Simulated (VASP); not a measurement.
An input for Ansatz (written as the equivalent of a VASP run, and not itself run):

Ansatz 0.2 input:
```yaml
crystal:
  lattice:
    - [0.0000000, 2.1624000, 2.1624000]
    - [2.1624000, 0.0000000, 2.1624000]
    - [2.1624000, 2.1624000, 0.0000000]
  atoms:
    - { symbol: Ti, position: [0.0000000, 0.0000000, 0.0000000] }
    - { symbol: N, position: [0.5000000, 0.5000000, 0.5000000] }
kpoints:
  mp_grid: { grid: [13, 13, 13] }
hamiltonian:
  xc: pbe
  pseudopotentials: { kind: paw }
  hubbard:
    sites:
      - { species: Ti, l: d, u_eff: 1 }
scf:
  occupations: { method: methfessel_paxton, width: 0.1 }
  max_iter: 100
output: { forces: true, stress: true, eigenvalues: true }
```

Task: Translate this input to VASP (INCAR, KPOINTS, POSCAR, choice of POTCAR).

Result: This is not unique; one that fits is 
### INCAR
```
LDAUU=1.0 0
LMAXMIX=4   # l cut-off of mixed one-centre charges
EDIFF=1E-6   # SCF stop (eV)
LCHARG=.False.
GGA=PE   # PBE
LREAL=.False.   # projection in real space or not
LDAUPRINT=1
LDAUL=2 -1
ISIF=2   # forces and stress, cell fixed
LASPH=.True.
ENCUT=520
NELM=100
LDAUJ=0 0
SIGMA=0.1
LORBIT=10
SYSTEM=TiN
ALGO=Normal
LWAVE=.False.
LDAUTYPE=2   # Dudarev
ISMEAR=1
LDAU=.True.
PREC=Accurate
```

### KPOINTS
```
kpoints
0
G
13 13 13
```

**POSCAR**
```
TiN
1
    0.0000000000     2.1624000000     2.1624000000
    2.1624000000     0.0000000000     2.1624000000
    2.1624000000     2.1624000000     0.0000000000
Ti N
1 1
Direct
  0.0000000000   0.0000000000   0.0000000000
  0.5000000000   0.5000000000   0.5000000000
```

POTCAR, in this order: Ti_sv N (PBE.64 set). Program: vasp_std.

What does not carry over: each code has its own PAW files, so the cut-off isn't converted (ENCUT is set for VASP's; basis.ecutwfc is left out, and Ansatz then takes the one that its files recommend); Ansatz stops its SCF on the density residual and VASP on the energy change (EDIFF); the +U projectors differ, so the same U acts differently.

The compound is TiN in the rock salt structure. The cell was not relaxed at this level. The run is one of a series of settings (LDAU = .TRUE., LDAUJ = 0 0, LDAUL = 2 -1, LDAUTYPE = 2, LDAUU = 1.0 0 against the base run), some of them coarse on purpose.
